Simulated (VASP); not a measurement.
A VASP calculation is set up with these files.

POSCAR:
```
Ge
1
    0.0000000000     2.8499822307     2.8499822307
    2.8499822307     0.0000000000     2.8499822307
    2.8499822307     2.8499822307     0.0000000000
Ge
2
Direct
  0.0000000000   0.0000000000   1.0000000000
  0.2500000000   0.2500000000   0.2500000000
```

### KPOINTS
```
Regular mesh
0
gamma
 11 11 11
0 0 0
```

INCAR:
```
! general
SYSTEM =Ge
PREC   =Accurate
ENCUT  =520   ! plane-wave cut-off (eV)
LREAL  =.FALSE.
LASPH  =.TRUE.

! electronic loop
EDIFF  =1E-7   ! SCF stop (eV)
NELM   =100   ! most electronic steps
ALGO   =Normal
LMAXMIX=4

! smearing
ISMEAR =1   ! Methfessel-Paxton
SIGMA  =0.1   ! width (eV)

! functional
GGA    =91   ! PW91

! ions
ISIF   =2   ! forces and stress, cell fixed

! output
LWAVE  =.FALSE.
LCHARG =.FALSE.
```

POTCAR, in this order: Ge_d (PBE.64 set). Program: vasp_std.

### Question
Translate this PW91 calculation to Quantum ESPRESSO's pw.x.

### Answer
One equivalent input (not run):
```
&CONTROL
  calculation = 'scf'
  pseudo_dir = './pseudo'
  outdir = './out'
  tprnfor = .true.
  tstress = .true.
/
&SYSTEM
  ibrav = 0
  nat = 2
  ntyp = 1
  ecutwfc = 78
  occupations = 'smearing'
  smearing = 'methfessel-paxton'
  degauss = 0.00735
  input_dft = 'pw91'
/
&ELECTRONS
  conv_thr = 7.3e-09
  electron_maxstep = 100
/
ATOMIC_SPECIES
  Ge 72.630 Ge.upf
CELL_PARAMETERS angstrom
     0.0000000    2.8499822    2.8499822
     2.8499822    0.0000000    2.8499822
     2.8499822    2.8499822    0.0000000
ATOMIC_POSITIONS crystal
  Ge   0.0000000  0.0000000  1.0000000
  Ge   0.2500000  0.2500000  0.2500000
K_POINTS automatic
  11 11 11 0 0 0
```
The two are equivalent in intent, not identical: the potentials are each code's own (VASP's PAW set, PseudoDojo norm-conserving files in pw.x), so ENCUT and ecutwfc are chosen apart and not converted; conv_thr bounds pw.x's estimated SCF error, while EDIFF bounds the energy change between steps.

The compound is Ge in the diamond structure. This cell is one point of a volume scan, at 0.97 of the reference volume.
